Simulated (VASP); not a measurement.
Set up this calculation in VASP 6.6.1, as the native input.

```
Task                   : relaxation of cell and atoms
Functional             : PBE
Potentials or basis    : VASP PAW PBE potentials, release 64 (Al, N)
Cutoff                 : 520 eV
k mesh                 : 18 × 18 × 10
Occupations            : gaussian, width 0.02 eV
Spin                   : no spin polarisation
Further INCAR settings : ALGO = Normal; EDIFF = 1e-07; IBRION = 2; EDIFFG = -0.002; NSW = 80; ISIF = 3
```

The structure of AlN lies in POSCAR:

```
AlN                                     
1.0
    3.1285719314      0.0000000000     -0.0000000000
   -1.5642859657      2.7094227681      0.0000000000
   -0.0000000000     -0.0000000000      5.0164576356
  Al              N             
     2     2
Direct
     0.3333333300000021    0.6666666699999979    0.9992574435709494
     0.6666666699999979    0.3333333300000021    0.4992574435709495
     0.3333333300000021    0.6666666699999979    0.3807425564290530
     0.6666666699999979    0.3333333300000021    0.8807425564290532
```

The input as run:

INCAR

```
SYSTEM = AlN
ALGO = Normal ; EDIFF = 1E-7
EDIFFG = -0.002 ; ENCUT = 520
GGA = PE ; IBRION = 2
ISIF = 3 ; ISMEAR = 0
KPAR = 4 ; LASPH = .TRUE.
LCHARG = .FALSE. ; LREAL = .FALSE.
LWAVE = .FALSE. ; NELM = 80
NSW = 80 ; PREC = Accurate
SIGMA = 0.02
```

KPOINTS

```
k-points
0
G
  18 18 10
  0 0 0
```

Potentials or basis: VASP PAW PBE potentials, release 64 (Al, N).

Run with:

```sh
$ cat potpaw_PBE.64/Al/POTCAR potpaw_PBE.64/N/POTCAR > POTCAR
$ mpirun -np 4 vasp_std > vasp.out
```

It gave:

| Quantity | Value |
| --- | --- |
| Pressure after relaxing | 0.0 GPa |
| Band gap on the k mesh | 4.06 eV, direct |

Caveat: the relaxation stopped at its first step, so nothing moved.

Wall time 13 s on 4 MPI ranks on Intel(R) Xeon(R) Platinum 8488C (Sapphire Rapids), with other jobs on the host, peak memory 0.22 GiB a rank.
